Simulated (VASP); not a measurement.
Energy against volume of PbSe (rock salt). Calculation: SCAN meta-GGA, VASP's PBE PAW potentials (set 64) (plane waves; VASP). Run with 520 eV cut-off, 8×8×8 Γ-centred mesh, Gaussian smearing of 0.050 eV, potentials Pb_d Se.

| V (Å³/atom) | E (eV/atom) |
|---|---|
| 27.396 | -48.45198 |
| 28.270 | -48.46688 |
| 29.145 | -48.47173 |
| 30.019 | -48.46792 |

Problem. Fit these four points and predict the energy of the run at 30.893 Å³/atom.

Solution. A cubic in V^(−2/3), the third-order Birch-Murnaghan form, passes through the four points with V0 = 29.18 Å³/atom and B0 = 53 GPa, and gives -48.4567 eV/atom there. The run gave -48.4569 eV/atom, -0.3 meV/atom from the fit; all five points give B0 = 52 GPa.

The compound is PbSe in the rock salt structure. It was relaxed first.
